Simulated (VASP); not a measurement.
These are HSE06 screened hybrid, VASP's PBE PAW potentials (set 64) (plane waves; VASP) values and carry that method's errors.

Input for VASP

### INCAR
```
SYSTEM = Ga atom
PREC = Normal
ENCUT = 520
EDIFF = 1E-6
NELM = 200
ALGO = All
LREAL = .FALSE.
LASPH = .TRUE.
ISMEAR = 0
SIGMA = 0.01
GGA = PE
HFSCREEN = 0.2
AEXX = 0.25
LHFCALC = .TRUE.
PRECFOCK = Fast
ISYM = 0
LMAXMIX = 4
ISPIN = 2
MAGMOM = 1
LORBIT = 10
LWAVE = .FALSE.
LCHARG = .FALSE.
NUPDOWN = 1
```

File KPOINTS:
```
Regular mesh
0
Gamma
  1 1 1
0 0 0
```

### POSCAR
```
Ga atom
1
   12.0000000000     0.0000000000     0.0000000000
    0.0000000000    12.5000000000     0.0000000000
    0.0000000000     0.0000000000    13.0000000000
Ga
1
Direct
  0.0000000000   0.0000000000   0.0000000000
```

POTCAR, in this order: Ga_d (PBE.64 set). Program: vasp_gam. Read from the step before: WAVECAR.

Q: What will the output report for the number of irreducible k-points (NKPTS), largest plane-wave count, FFT grid (NGX, NGY, NGZ)?

A: 
- number of irreducible k-points (NKPTS): 1
- largest plane-wave count: 26244
- FFT grid (NGX, NGY, NGZ): 70 × 70 × 80

The cell is a free atom in a box.
